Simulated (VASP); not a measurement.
Method: PW91 GGA, VASP's PBE PAW potentials (set 64) (plane waves; VASP 6.6.1).

The input files of a VASP run:

### KPOINTS
```
Automatic mesh
0
Gamma
10 10 10
0 0 0
```

File POSCAR:
```
AlN
1
    0.0000000000     2.2215899117     2.2215899117
    2.2215899117     0.0000000000     2.2215899117
    2.2215899117     2.2215899117     0.0000000000
Al N
1 1
Direct
  0.0000000000   0.0000000000   0.0000000000
  0.2500000000   0.2500000000   0.2500000000
```

### INCAR
```
ALGO=Normal
EDIFF=1E-7
ENCUT=520
GGA=91
ISIF=2
ISMEAR=0
LASPH=.TRUE.
LCHARG=.FALSE.
LREAL=.FALSE.
LWAVE=.FALSE.
NELM=100
PREC=Accurate
SIGMA=0.05
SYSTEM=AlN
```

POTCAR, in this order: Al N (PBE.64 set). Program: vasp_std.

The resulting files:

OUTCAR:
```
 ion  position               nearest neighbor table
   1  0.000  0.000  0.000-   2 1.92   2 1.92   2 1.92   2 1.92
   2  0.250  0.250  0.250-   1 1.92   1 1.92   1 1.92   1 1.92
  LATTYP: Found a face centered cubic cell.
 ALAT       =     4.4431798234
 Subroutine PRICEL returns:
 Original cell was already a primitive cell.
 Subroutine GETGRP returns: Found 24 space group operations
The static configuration has the point symmetry T_d .
The dynamic configuration has the point symmetry T_d .
 Subroutine INISYM returns: Found 24 space group operations
 Subroutine IBZKPT returns following result:
 Found     47 irreducible k-points:

 Following reciprocal coordinates:
            Coordinates               Weight
  0.000000  0.000000  0.000000      1.000000
  0.100000  0.000000  0.000000      8.000000
  0.200000  0.000000  0.000000      8.000000
  0.300000  0.000000  0.000000      8.000000
  0.400000  0.000000  0.000000      8.000000
  0.500000  0.000000  0.000000      4.000000
  0.100000  0.100000  0.000000      6.000000
  0.200000  0.100000  0.000000     24.000000
  0.300000  0.100000  0.000000     24.000000
  0.400000  0.100000  0.000000     24.000000
  0.500000  0.100000  0.000000     24.000000
 -0.400000  0.100000  0.000000     24.000000
 -0.300000  0.100000  0.000000     24.000000
 -0.200000  0.100000  0.000000     24.000000
 -0.100000  0.100000  0.000000     12.000000
  0.200000  0.200000  0.000000      6.000000
  0.300000  0.200000  0.000000     24.000000
  0.400000  0.200000  0.000000     24.000000
  0.500000  0.200000  0.000000     24.000000
 -0.400000  0.200000  0.000000     24.000000
 -0.300000  0.200000  0.000000     24.000000
 -0.200000  0.200000  0.000000     12.000000
  0.300000  0.300000  0.000000      6.000000
  0.400000  0.300000  0.000000     24.000000
  0.500000  0.300000  0.000000     24.000000
 -0.400000  0.300000  0.000000     24.000000
 -0.300000  0.300000  0.000000     12.000000
  0.400000  0.400000  0.000000      6.000000
  0.500000  0.400000  0.000000     24.000000
 -0.400000  0.400000  0.000000     12.000000
  0.500000  0.500000  0.000000      3.000000
  0.300000  0.200000  0.100000     24.000000
  0.400000  0.200000  0.100000     48.000000
  0.500000  0.200000  0.100000     48.000000
 -0.400000  0.200000  0.100000     24.000000
  0.400000  0.300000  0.100000     24.000000
  0.500000  0.300000  0.100000     48.000000
 -0.400000  0.300000  0.100000     48.000000
 -0.300000  0.300000  0.100000     48.000000
 -0.200000  0.300000  0.100000     24.000000
   k-points           NKPTS =     47   k-points in BZ     NKDIM =     47   number of bands    NBANDS=      8
   number of dos      NEDOS =    301   number of ions     NIONS =      2
   total plane-waves  NPLWV =  13824
   dimension x,y,z NGX =    24 NGY =   24 NGZ =   24
   dimension x,y,z NGXF=    48 NGYF=   48 NGZF=   48
   ions per type =               1   1
   PREC   = accura    normal or accurate (medium, high low for compatibility)
   ISTART =      0    job   : 0-new  1-cont  2-samecut
   ICHARG =      2    charge: 1-file 2-atom 10-const
   ISPIN  =      1    spin polarized calculation?
   LNONCOLLINEAR =      F non collinear calculations
   LSORBIT =      F    spin-orbit coupling
   INIWAV =      1    electr: 0-lowe 1-rand  2-diag
   ENCUT  =  520.0 eV  38.22 Ry    6.18 a.u.   5.84  5.84  5.84*2*pi/ulx,y,z
   NELM   =    100;   NELMIN=  2; NELMDL= -5     # of ELM steps
   EDIFF  = 0.1E-06   stopping-criterion for ELM
   LREAL  =      F    real-space projection
   NLSPLINE    = F    spline interpolate recip. space projectors
   LMAXMIX     =    2 max onsite mixed and CHGCAR
...
```

File OSZICAR:
```
       N       E                     dE             d eps       ncg     rms          rms(c)
DAV:   1     0.731061943459E+01    0.73106E+01   -0.40101E+03   808   0.832E+02
DAV:   2    -0.167881315700E+02   -0.24099E+02   -0.23641E+02   992   0.137E+02
DAV:   3    -0.173128139602E+02   -0.52468E+00   -0.52468E+00   928   0.252E+01
DAV:   4    -0.173142440457E+02   -0.14301E-02   -0.14301E-02  1096   0.117E+00
DAV:   5    -0.173142469571E+02   -0.29113E-05   -0.29113E-05   952   0.407E-02    0.852E+00
DAV:   6    -0.149482211920E+02    0.23660E+01   -0.14372E+01   824   0.239E+01    0.285E+00
DAV:   7    -0.149377312763E+02    0.10490E-01   -0.94898E-02   768   0.336E+00    0.192E+00
DAV:   8    -0.149285125735E+02    0.92187E-02   -0.20479E-02   880   0.196E+00    0.411E-01
DAV:   9    -0.149281536247E+02    0.35895E-03   -0.93218E-04  1008   0.247E-01    0.204E-01
DAV:  10    -0.149282413426E+02   -0.87718E-04   -0.22524E-04   808   0.128E-01    0.377E-02
DAV:  11    -0.149282393418E+02    0.20008E-05   -0.41417E-06   912   0.175E-02    0.140E-02
DAV:  12    -0.149282394084E+02   -0.66554E-07   -0.74336E-07   856   0.841E-03
   1 F= -.14928239E+02 E0= -.14928239E+02  d E =-.520990E-13
```

**OUTCAR**
```
------------------------ aborting loop because EDIFF is reached ----------------------------------------
  FORCE on cell =-STRESS in cart. coord.  units (eV):
  Direction    XX          YY          ZZ          XY          YZ          ZX
  --------------------------------------------------------------------------------------
  Total       -0.7439961     -0.7439961     -0.7439961      0.0000000      0.0000000     -0.0000000
  in kB      -54.3575091    -54.3575091    -54.3575091      0.0000000      0.0000000     -0.0000000
  external PRESSURE =     -54.3575091 kB  Pullay stress =       0.0000000 kB
  volume of cell :       21.93
      direct lattice vectors                 reciprocal lattice vectors
     0.000000000  2.221589912  2.221589912    -0.225064040  0.225064040  0.225064040
     2.221589912  0.000000000  2.221589912     0.225064040 -0.225064040  0.225064040
     2.221589912  2.221589912  0.000000000     0.225064040  0.225064040 -0.225064040
  FREE ENERGIE OF THE ION-ELECTRON SYSTEM (eV)
  ---------------------------------------------------
  free  energy   TOTEN  =       -14.9282394084 eV

  energy  without entropy=      -14.9282394084  energy(sigma->0) =      -14.92823941
```
(Selected blocks of OUTCAR.)

The compound is AlN in the zinc blende structure, a metastable form; wurtzite is the usual one. This cell is one point of a volume scan, at 1.03 of the reference volume.
